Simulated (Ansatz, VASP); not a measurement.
## Cross-check of Zr2CSO (Zr2COS MXene monolayer) between VASP and Ansatz

Aim: how closely do two programs agree when they are given the same cell, functional and k mesh? The cell is taken from a series of runs on this material, whose earlier steps may have relaxed, scaled, displaced or heated it; both programs get it as it stands.

Calculated with Ansatz 0.2.0; plane waves, with VASP 6.6.1 beside it; single point at PBE with D3(BJ).

### 1. The starting structure

The cell holds 5 atoms: 1 S, 2 Zr, 1 C and 1 O. Cell: a = 3.362 Å, b = 3.362 Å, c = 23.224 Å, α = 90.0°, β = 90.0°, γ = 120.0°. Vacuum lies along c.

### 2. Ansatz: single point, PBE with D3(BJ)

Ansatz runs on its PAW soft_1 files.

With cell and atoms fixed, the geometry can't cause a difference; cores, projectors, grids and the points listed under the comparison can.

File input.yaml:

```yaml
crystal:
  lattice:
    - [3.3616299357, 0.0, 0.0]
    - [-1.6808149679, 2.9112569225, 0.0]
    - [0.0, 0.0, 23.2239918514]
  atoms:
    - { symbol: S, position: [0.3333333333, 0.6666666667, 0.3875302772] }
    - { symbol: Zr, position: [0.6666666667, 0.3333333333, 0.4565851277] }
    - { symbol: C, position: [0.0, 0.0, 0.5138798399] }
    - { symbol: Zr, position: [0.3333333333, 0.6666666667, 0.5741454658] }
    - { symbol: O, position: [0.6666666667, 0.3333333333, 0.6124697228] }
kpoints:
  mp_grid: { grid: [18, 18, 1] }
  band_path:
    path: [[0, 0, 0], [0.5, 0, 0], [0.33333333, 0.33333333, 0], [0, 0, 0]]
    npoints: 16
hamiltonian:
  xc: pbe
  dispersion: d3bj
  pseudopotentials: { kind: paw, azcp: { folder: soft_1 } }
scf:
  occupations: { method: fermi_dirac, width: 0.02585 }
  convergence: { dr2_threshold: 1.0e-10 }
efield:
  axis: 3
  dipole_correction: true
  ramp_position: 0.97
  ramp_width: 0.06
  amplitude: 0
output:
  dos: { projected: true, e_range: [-6, 5] }
  write_potential: true
  write_density: true
  volumetric_format: npy
  elf: true
```

Command:

```console
$ ansatz run input.yaml --threads 2 --pin off --max-ram 3072MiB --backend cpu --events-out ev --progress --plain --runs-dir out
```

Numbers of over 12 decimals in the logs are rounded to 6 here.

What it wrote:

```text
Engine: ansatz 0.2.0, x86_64-unknown-linux-gnu
Pseudopotentials: kind: paw
Pseudopotential: S, paw, valence charge 6, recommended cutoff 420 eV (normal), soft_1/S.paw.azcp
Pseudopotential: Zr, paw, valence charge 12, recommended cutoff 420 eV (normal), soft_1/Zr.paw.azcp
Pseudopotential: C, paw, valence charge 4, recommended cutoff 420 eV (normal), soft_1/C.paw.azcp
Pseudopotential: O, paw, valence charge 6, recommended cutoff 420 eV (normal), soft_1/O.paw.azcp
Functional definition: PBE
  parameter kappa = 0.804
  parameter beta = 0.066725
  exchange = pbe_x(kappa = kappa, mu = beta*pi^2/3)
  correlation = pbe_c(beta = beta)
Crystal: 5 atoms, lattice volume = 227.283 Å³
Basis set: ecut = 420 eV, 4517 PW (Γ)
Bands: 25, of which v1, the nominal top of the filled ones, is band 20 counted from 1 (19 counted from 0)
Symmetry: 6 space group operations
Space group: P3m1 (ITA 156), of the structure as read, at distance tolerance 6.1e-5 Å
k-points: 37 of 324 (time reversal used)
Non-local potential: S, projectors of the file, l = 0: 2, l = 1: 2, l = 2: 1
Non-local potential: Zr, projectors of the file, l = 0: 3, l = 1: 2, l = 2: 2, l = 3: 1
Non-local potential: C, projectors of the file, l = 0: 2, l = 1: 2, l = 2: 1
Non-local potential: O, projectors of the file, l = 0: 2, l = 1: 2, l = 2: 1
PAW form: soft (Blöchl's): semilocal exchange-correlation on the pseudo side does not see the compensation charge
PAW one-centre angular grid: S, 110 points (default); XC on 64 Gauss nodes
PAW one-centre angular grid: Zr, 590 points (default); XC on 64 Gauss nodes
PAW one-centre angular grid: C, 110 points (default); XC on 64 Gauss nodes
PAW one-centre angular grid: O, 110 points (default); XC on 64 Gauss nodes
Initial density: superposition of atomic densities (neutral atoms: chi_scale 0, normalization atom)
Initial wavefunctions: pseudopotential atomic-orbital guess
Functional: x = pbe(κ = 0.804, μ = 0.219515), c = pbe(β = 0.066725)
SCF iter   1: F=—  HF=-10100.284954 eV  |F-HF|=—  |Δ(HF+E_count)|=         —  Δρ=7.69e-2  dr2=2.00e1  ethr=3.10e-3  p=-0.000 e·Å  D=-1.51e-7 V/Å  ΔV_dip=0.00 eV  dr2_dipole=4.27e-2  V_vac-E_F(+/−)=8.54/8.54 eV  ⟨swp⟩=9.5  Hψ=5747  notcnv=0
efield: sawtooth ramp at fractional position 0.9700 (set: `efield.ramp_position`, or a place that a band, a saddle search or an elastic batch's reference lends), width 0.0600; the density the first Hamiltonian is built on has a dipole p = -0.000 e·Å; the dipole correction subtracts the counter field D = -1.51e-7 V/Å, which shifts the + side's vacuum level by +0.00 eV against the − side's; the planar-averaged density in the ramp window peaks in size at 3.6e-7 e/Å³
preconditioner: auto → none  [insulator: Δε(μ)=0.490 eV  Ē_g=9.641 eV  σ=0.026 eV  W_gap=1.00  n_scr=14 (ndim 8)  ℏωp=12.0 eV  f_vac=0.623  D(μ)=0.00/eV (n_scr^D=0)  ε∞_Penn≈2.6]
SCF iter   2: F=—  HF=-10100.375365 eV  |F-HF|=—  |Δ(HF+E_count)|=   9.04e-2  Δρ=8.20e-2  dr2=3.47e1  ethr=3.10e-3  p=-0.164 e·Å  D=-1.30e-1 V/Å  ΔV_dip=3.03 eV  dr2_dipole=5.01e0  V_vac-E_F(+/−)=5.23/2.20 eV  ⟨swp⟩=5.6  Hψ=2995  notcnv=0  defer=30
preconditioner: auto → LDOS  [insulator: Δε(μ)=0.150 eV  Ē_g=8.051 eV  σ=0.026 eV  W_gap=0.61  n_scr=14 (ndim 8)  ℏωp=12.1 eV  f_vac=0.637  D(μ)=0.39/eV (n_scr^D=4)  ε∞_Penn≈3.2  β→1.0]
SCF iter   3: F=—  HF=-10095.960783 eV  |F-HF|=—  |Δ(HF+E_count)|=    4.41e0  Δρ=1.94e-2  dr2=8.69e0  ethr=3.10e-3  p=0.191 e·Å  D=1.52e-1 V/Å  ΔV_dip=-3.53 eV  dr2_dipole=2.39e0  V_vac-E_F(+/−)=4.07/7.60 eV  ⟨swp⟩=6.2  Hψ=3075  notcnv=0  defer=11
SCF iter   4: F=—  HF=-10095.390950 eV  |F-HF|=—  |Δ(HF+E_count)|=   5.70e-1  Δρ=8.83e-3  dr2=1.86e-1  ethr=3.10e-3  p=0.068 e·Å  D=5.39e-2 V/Å  ΔV_dip=-1.25 eV  dr2_dipole=7.07e-4  V_vac-E_F(+/−)=5.08/6.34 eV  ⟨swp⟩=3.6  Hψ=1684  notcnv=0  defer=9
SCF iter   5: F=—  HF=-10095.381297 eV  |F-HF|=—  |Δ(HF+E_count)|=   9.65e-3  Δρ=3.09e-3  dr2=7.04e-2  ethr=4.66e-4  p=0.088 e·Å  D=6.97e-2 V/Å  ΔV_dip=-1.62 eV  dr2_dipole=8.47e-3  V_vac-E_F(+/−)=4.75/6.37 eV  ⟨swp⟩=3.4  Hψ=1923  notcnv=0  defer=23
SCF iter   6: F=—  HF=-10095.375479 eV  |F-HF|=—  |Δ(HF+E_count)|=   5.82e-3  Δρ=1.67e-3  dr2=1.94e-2  ethr=1.76e-4  p=0.085 e·Å  D=6.76e-2 V/Å  ΔV_dip=-1.57 eV  dr2_dipole=3.53e-3  V_vac-E_F(+/−)=4.58/6.15 eV  ⟨swp⟩=2.3  Hψ=1324  notcnv=0  defer=23
SCF iter   7: F=—  HF=-10095.372424 eV  |F-HF|=—  |Δ(HF+E_count)|=   3.06e-3  Δρ=3.44e-4  dr2=9.13e-4  ethr=4.84e-5  p=0.079 e·Å  D=6.32e-2 V/Å  ΔV_dip=-1.47 eV  dr2_dipole=2.06e-4  V_vac-E_F(+/−)=4.66/6.13 eV  ⟨swp⟩=2.5  Hψ=1369  notcnv=0  defer=23
SCF iter   8: F=—  HF=-10095.372334 eV  |F-HF|=—  |Δ(HF+E_count)|=   8.99e-5  Δρ=7.57e-5  dr2=1.84e-5  ethr=2.28e-6  p=0.078 e·Å  D=6.23e-2 V/Å  ΔV_dip=-1.45 eV  dr2_dipole=3.08e-6  V_vac-E_F(+/−)=4.66/6.11 eV  ⟨swp⟩=2.2  Hψ=1409  notcnv=0  defer=23
SCF iter   9: F=—  HF=-10095.372341 eV  |F-HF|=—  |Δ(HF+E_count)|=   7.42e-6  Δρ=2.86e-5  dr2=5.45e-6  ethr=4.59e-8  p=0.078 e·Å  D=6.19e-2 V/Å  ΔV_dip=-1.44 eV  dr2_dipole=1.11e-6  V_vac-E_F(+/−)=4.67/6.11 eV  ⟨swp⟩=2.6  Hψ=1686  notcnv=0  defer=23
SCF iter  10: F=—  HF=-10095.372345 eV  |F-HF|=—  |Δ(HF+E_count)|=   3.69e-6  Δρ=7.72e-6  dr2=2.51e-7  ethr=1.36e-8  p=0.078 e·Å  D=6.20e-2 V/Å  ΔV_dip=-1.44 eV  dr2_dipole=2.23e-8  V_vac-E_F(+/−)=4.67/6.11 eV  ⟨swp⟩=2.5  Hψ=1495  notcnv=0  defer=23
SCF iter  11: F=—  HF=-10095.372255 eV  |F-HF|=—  |Δ(HF+E_count)|=   8.99e-5  Δρ=1.85e-6  dr2=2.77e-8  ethr=6.27e-10  p=0.078 e·Å  D=6.20e-2 V/Å  ΔV_dip=-1.44 eV  dr2_dipole=6.68e-9  V_vac-E_F(+/−)=4.67/6.11 eV  ⟨swp⟩=2.1  Hψ=1430  notcnv=0  defer=23
SCF iter  12: F=—  HF=-10095.372255 eV  |F-HF|=—  |Δ(HF+E_count)|=   2.96e-9  Δρ=5.13e-7  dr2=8.04e-10  ethr=6.92e-11  p=0.078 e·Å  D=6.20e-2 V/Å  ΔV_dip=-1.44 eV  dr2_dipole=6.93e-11  V_vac-E_F(+/−)=4.67/6.11 eV  ⟨swp⟩=2.5  Hψ=1413  notcnv=0  defer=23
SCF iter  13: F=-10095.372255 eV  HF=-10095.372255 eV  |F-HF|=1.64e-11  |Δ(HF+E_count)|=  6.20e-10  Δρ=1.42e-7  dr2=8.46e-11  ethr=1.00e-12  p=0.078 e·Å  D=6.20e-2 V/Å  ΔV_dip=-1.44 eV  dr2_dipole=9.87e-12  V_vac-E_F(+/−)=4.67/6.11 eV  ⟨swp⟩=10.2  Hψ=4409  notcnv=0
SCF 1 converged in 13 iterations: F = -10095.372255 eV  dr2 = 8.46e-11
  greatest PAW one-centre occupation: 0.997 electrons in one spin orbital (limit 2), on the Zr atom at site 1 (counted from 0), in its partial waves of l = 0
NSCF: frozen V_eff on 49 k-points
efield: sawtooth ramp at fractional position 0.9700 (kept from the solve that this one continues, or follows in the run), width 0.0600; the density the first Hamiltonian is built on has a dipole p = 0.078 e·Å; the dipole correction subtracts the counter field D = 6.20e-2 V/Å, which shifts the + side's vacuum level by -1.44 eV against the − side's; the planar-averaged density in the ramp window peaks in size at 5.8e-7 e/Å³
WARN: The output density's exchange-correlation potential varies sharply where the density is thin. Do not read a vacuum level from v_tot or v_xc, or from such a field of the output density. On a cell that repeats whose density bears no net charge and no dipole along the vacuum's axis use v_es (v_loc + v_h of the components); under efield.dipole_correction with no amplitude use v_es + v_field, which holds any externa [...]
SCF converged after 13 iterations
Free energy (F): -10095.372255 eV
Harris-Foulkes:  -10095.372255 eV  (|F-HF|=1.64e-11)
Internal energy: -10095.370329 eV  (E = F + TS)
E sigma→0 (E₀):  -10095.371292 eV
Entropy (-TS):   -0.001926 eV (-0.385 meV/atom)
Fermi energy:    0.273414 eV
Dipole field:    D = 0.062018 V/Å  (p = 0.077898 e·Å, saw-weighted, corrected)
Work function:   Φ+ = 4.6661 eV   Φ− = 6.1064 eV
Levels:          The Fermi level and band energies are counted from a zero that moves with the ramp; work functions are not
--- Per-component energies (eV) ---
  E_band       = -646.411437
  E_kinetic    = 993.450398
  E_local      = -31739.102341  (includes V_loc(G=0)·N_el)
  E_nonlocal   = 255.695078
  E_hartree    = 15346.336901
  E_xc         = -519.660089
  E_vxc        = -601.133636  (∫ρ·V_xc dr)
  E_paw        = -6797.399199  (= ΣΔE_a)
  E_vpaw       = -247.390199  (= ΣTr[D̂ρ^β])
  E_aug_tail   = 0.000728  (compensation charges beyond the density's cutoff)
  E_efield     = 0.002416  (sawtooth field / dipole correction)
  E_vefield    = -0.606272  (∫n·V_field dr)
  E_ewald      = 12366.609840
  E_disp       = -1.304062  (pairwise vdW)
  E_smearing   = -0.001926  (= −TS)
  E_closure    = 0.000000  (closes the sum)
  Σ components = -10095.372255   (vs F -10095.372255, Δ=0.00e0)
--- Band table (eV; the first three rows and the last of 37) ---
  k-point 0: bands = [... 16 lower, -1.8709, -0.8536, 0.4545, 0.4545, 1.5492, 1.5492, 1.7694, 3.0555, ... 1 higher]
  k-point 1: bands = [... 16 lower, -1.8610, -0.7594, 0.1291, 0.2812, 1.5218, 1.7336, 1.9485, 3.0322, ... 1 higher]
  k-point 2: bands = [... 16 lower, -1.8403, -0.8105, -0.3607, -0.0360, 1.3394, 2.0646, 2.3063, 3.0255, ... 1 higher]
  k-point 36: bands = [... 16 lower, -2.8412, -2.2676, -1.9583, -1.8539, 2.1485, 2.6367, 3.3249, 3.7571, ... 1 higher]
```

Reading the cycles: dr2 is the Hartree energy of the density residual (eV), the measure of convergence; HF is the Harris–Foulkes estimate of the energy, which meets the free energy F at convergence.

### 3. VASP: single point, PBE with D3(BJ)

The same cell, functional, mesh and smearing now go to VASP, with its own data sets.

Lines of VASP's logs that name or quote its potential files are left out, and so is its time.

File INCAR:

```
SYSTEM = Zr2CSO
PREC = Accurate
ENCUT = 520
EDIFF = 1E-06
NELM = 120
ISMEAR = -1
SIGMA = 0.02585
LREAL = .FALSE.
ALGO = Normal
GGA = PE
IVDW = 12
NBANDS = 26
LASPH = .TRUE.
LORBIT = 11
LWAVE = .FALSE.
LCHARG = .FALSE.
ISIF = 2
LDIPOL = .TRUE.
IDIPOL = 3
DIPOL = 0.5 0.5 0.51
LVHAR = .TRUE.
GGA_COMPAT = .FALSE.
NELMDL = -8
KPAR = 2
```

File POSCAR:

```
Zr2CSO
1.0
    3.3616299357      0.0000000000      0.0000000000
   -1.6808149679      2.9112569225      0.0000000000
    0.0000000000      0.0000000000     23.2239918514
S Zr C O
1 2 1 1
Direct
    0.3333333333      0.6666666667      0.3875302772
    0.6666666666      0.3333333334      0.4565851277
    0.3333333333      0.6666666667      0.5741454658
    1.0000000000      0.0000000000      0.5138798399
    0.6666666666      0.3333333334      0.6124697228
```

File KPOINTS:

```
Automatic mesh
0
Gamma
18 18 1
0 0 0
```

The projector-augmented-wave data sets are S, Zr_sv, C and O (PBE family, release 64).

Command:

```console
$ mpirun -np 2 vasp_std
```

What it wrote:

```text
[banner, memory and clock lines left out]
running    2 mpi-ranks, on    1 nodes
 distrk:  each k-point on    1 cores,    2 groups
 distr:  one band on    1 cores,    1 groups

 POSCAR found type information on POSCAR S ZrC O
 POSCAR found :  4 types and       5 ions
 LDA part: xc-table for (Slater+PW92), standard interpolation
 POSCAR, INCAR and KPOINTS ok, starting setup
 FFT: planning ... GRIDC
 FFT: planning ... GRID_SOFT
 FFT: planning ... GRID
 WAVECAR not read
 entering main loop
       N       E                     dE             d eps       ncg     rms          rms(c)
DAV:   1     0.389002179373E+03    0.38900E+03   -0.19506E+04  2180   0.129E+03
DAV:   2    -0.698405614934E+01   -0.39599E+03   -0.38894E+03  2392   0.353E+02
DAV:   3    -0.487814987583E+02   -0.41797E+02   -0.41296E+02  2962   0.103E+02
DAV:   4    -0.515284943321E+02   -0.27470E+01   -0.27427E+01  3120   0.241E+01
DAV:   5    -0.516524713393E+02   -0.12398E+00   -0.12397E+00  2856   0.377E+00
DAV:   6    -0.516544460818E+02   -0.19747E-02   -0.19747E-02  2856   0.623E-01
DAV:   7    -0.516545170572E+02   -0.70975E-04   -0.70975E-04  2976   0.966E-02
DAV:   8    -0.516545188118E+02   -0.17545E-05   -0.17545E-05  2872   0.175E-02    0.295E+01
DAV:   9    -0.439620578298E+02    0.76925E+01   -0.46666E+01  2268   0.354E+01    0.128E+01
DAV:  10    -0.438591439313E+02    0.10291E+00   -0.54446E+00  2742   0.133E+01    0.665E+00
DAV:  11    -0.438442815726E+02    0.14862E-01   -0.25482E+00  2692   0.741E+00    0.155E+00
DAV:  12    -0.437589735352E+02    0.85308E-01   -0.82042E-01  2726   0.509E+00    0.802E-01
DAV:  13    -0.437561087811E+02    0.28648E-02   -0.62911E-02  2410   0.139E+00    0.543E-01
DAV:  14    -0.437534493725E+02    0.26594E-02   -0.14429E-02  2778   0.705E-01    0.223E-01
[...]
DAV:  22    -0.437530080705E+02   -0.75002E-04   -0.30665E-06  2064   0.774E-03    0.199E-03
DAV:  23    -0.437530621552E+02   -0.54085E-04   -0.22375E-06  1858   0.519E-03    0.188E-03
DAV:  24    -0.437530818870E+02   -0.19732E-04   -0.98779E-07  1842   0.302E-03    0.102E-03
DAV:  25    -0.437530869638E+02   -0.50768E-05   -0.20507E-07  1682   0.164E-03    0.580E-04
DAV:  26    -0.437530921756E+02   -0.52118E-05   -0.26019E-07  1682   0.131E-03    0.355E-04
DAV:  27    -0.437530948519E+02   -0.26763E-05   -0.15071E-07  1528   0.105E-03    0.288E-04
DAV:  28    -0.437530959799E+02   -0.11281E-05   -0.39536E-08  1220   0.611E-04    0.239E-04
DAV:  29    -0.437530963812E+02   -0.40131E-06   -0.15130E-08  1112   0.511E-04
   1 F= -.45057006E+02 E0= -.45056043E+02  d E =-.192531E-02
```

From OUTCAR (step 3):

```text
ion  position               nearest neighbor table
   1  0.333  0.667  0.388-   2 2.52   2 2.52   2 2.52
   2  0.667  0.333  0.457-   4 2.35   4 2.35   4 2.35   1 2.52   1 2.52   1 2.52   3 3.35   3 3.35
                             3 3.35
   3  0.333  0.667  0.574-   5 2.14   5 2.14   5 2.14   4 2.39   4 2.39   4 2.39   2 3.35   2 3.35
                             2 3.35
   4  0.000  0.000  0.514-   2 2.35   2 2.35   2 2.35   3 2.39   3 2.39   3 2.39
   5  0.667  0.333  0.612-   3 2.14   3 2.14   3 2.14

  LATTYP: Found a hexagonal cell.
 ALAT       =     3.3616299357
 C/A-ratio  =     6.9085509993

 Subroutine GETGRP returns: Found  6 space group operations
 (whereof  6 operations were pure point group operations)

The static configuration has the point symmetry C_3v.

 Found     37 irreducible k-points:

   k-points           NKPTS =     37   k-points in BZ     NKDIM =     37   number of bands    NBANDS=     26

   dimension x,y,z NGX =    28 NGY =   28 NGZ =  180
   dimension x,y,z NGXF=    56 NGYF=   56 NGZF=  360

   ENCUT  =  520.0 eV  38.22 Ry    6.18 a.u.   6.25  6.25 43.18*2*pi/ulx,y,z

   NELECT =      40.0000    total number of electrons

 k-points in reciprocal lattice and weights: Automatic mesh
   0.00000000  0.00000000  0.00000000       0.003
   0.05555556  0.00000000  0.00000000       0.019
   0.11111111  0.00000000  0.00000000       0.019
   0.16666667  0.00000000  0.00000000       0.019
   0.22222222  0.00000000  0.00000000       0.019
   0.27777778  0.00000000  0.00000000       0.019
   0.33333333  0.00000000  0.00000000       0.019
   0.38888889  0.00000000  0.00000000       0.019
   0.44444444  0.00000000  0.00000000       0.019
[...]
0.33333333  0.27777778  0.00000000       0.037
   0.33333333  0.33333333  0.00000000       0.006

 dipolmoment           0.000000      0.000000     -0.076417 electrons x Angstroem

 average (electrostatic) potential at core
       1 -91.6423       2 -84.3346       3 -85.2983       4 -54.7465       5 -76.9690

 E-fermi :  -1.0305

 k-point     1 :       0.0000    0.0000    0.0000
  band No.  band energies     occupation
    ...
     14      -6.3229      2.00000
     15      -4.7403      2.00000
     16      -3.1702      2.00000
     17      -3.1702      2.00000
     18      -2.1571      2.00000
     19      -0.8485      0.00175
     20      -0.8485      0.00175
     21       0.2463      0.00000
     22       0.2463      0.00000
     23       0.4652      0.00000
    ...

 k-point     2 :       0.0556    0.0000    0.0000
  band No.  band energies     occupation
    ...
     16      -3.3199      2.00000
     17      -3.1604      2.00000
     18      -2.0626      2.00000
     19      -1.1744      1.99238
     20      -1.0216      0.83014
     21       0.2181      0.00000
     22       0.4306      0.00000
     23       0.6455      0.00000
     24       1.7320      0.00000
     25       1.7887      0.00000
    ...

 k-point     3 :       0.1111    0.0000    0.0000
  band No.  band energies     occupation
    ...
     16      -3.5705      2.00000
     17      -3.1399      2.00000
     18      -2.1117      2.00000
     19      -1.6668      2.00000
     20      -1.3385      1.99999
     21       0.0356      0.00000
     22       0.7615      0.00000
     23       1.0041      0.00000
     24       1.7247      0.00000
     25       1.9256      0.00000
    ...

 Edisp (eV)   -1.30391

  Total       0.04307     0.04307     0.01839    -0.00000     0.00000     0.00000
  in kB       0.30358     0.30358     0.12962    -0.00000     0.00000     0.00000
  external pressure =        0.25 kB  Pullay stress =        0.00 kB

  energy-cutoff  :      520.00
  volume of cell :      227.28
      direct lattice vectors                 reciprocal lattice vectors
     3.361629936  0.000000000  0.000000000     0.297474743  0.171747123  0.000000000
    -1.680814968  2.911256922  0.000000000     0.000000000  0.343494245  0.000000000
     0.000000000  0.000000000 23.223991851     0.000000000  0.000000000  0.043058920

 POSITION                                       TOTAL-FORCE (eV/Angst)
 -----------------------------------------------------------------------------------
     -0.00000      1.94084      9.00000        -0.000000      0.000000     -0.006666
      1.68081      0.97042     10.60373         0.000000      0.000000     -0.009274
     -0.00000      1.94084     13.33395         0.000000      0.000000     -0.009013
      0.00000      0.00000     11.93434        -0.000000      0.000000      0.000078
      1.68081      0.97042     14.22399        -0.000000     -0.000000      0.024874
 -----------------------------------------------------------------------------------
    total drift:                                0.000002     -0.000001     -0.000076

  FREE ENERGIE OF THE ION-ELECTRON SYSTEM (eV)
  ---------------------------------------------------
  free  energy   TOTEN  =       -45.0570058269 eV

  energy  without entropy=      -45.0550805188  energy(sigma->0) =      -45.05604317

 vacuum level on the upper side and lower side of the slab         3.651         5.064

 total charge
# of ion       s       p       d       tot
------------------------------------------
    1        1.356   2.404   0.000   3.760
    2        2.182   6.045   1.583   9.810
    3        2.172   6.044   1.477   9.693
    4        0.876   1.489   0.000   2.365
    5        1.569   3.459   0.000   5.028
--------------------------------------------------
tot          8.155  19.440   3.060  30.656

[... 3 further parts left out ...]
```

### 4. Side by side

Known differences besides the potentials themselves: the cutoff is 420 eV in Ansatz and 520 eV in VASP. Total energies have different zeros and are not compared.

Compared:

| quantity | Ansatz | VASP | difference |
| --- | --- | --- | --- |
| work function, lower of the two faces (eV) | 4.67 | 4.68 | -0.02 |
| work function, higher of the two faces (eV) | 6.11 | 6.09 | +0.01 |

With vacuum in the cell, a pressure given here is an average over mostly empty space and none of the material.

### 5. Summary of results

| Quantity | Value |
| --- | --- |
| difference in work function, lower of the two faces (single point, PBE with D3(BJ)) | -0.015 eV |

**Reading.** The difference in work function, lower of the two faces is -0.015 eV (single point, PBE with D3(BJ)). Such differences can come from data sets, numerical settings and the points named under the comparisons, not from the functional's error against experiment.

[Lines on the potential files, build, host, timing and source positions are cut from VASP's logs without a mark.]

[Logs are printed without paths, hosts, clocks, repeated set-up lines and the standing remarks that a program may print on its own settings, such as how far it seeks lower states.]

[Hosts, paths, dates, database ids (printed as entryN), source tags and the programs' standing remarks are cut or masked in the printed files.]
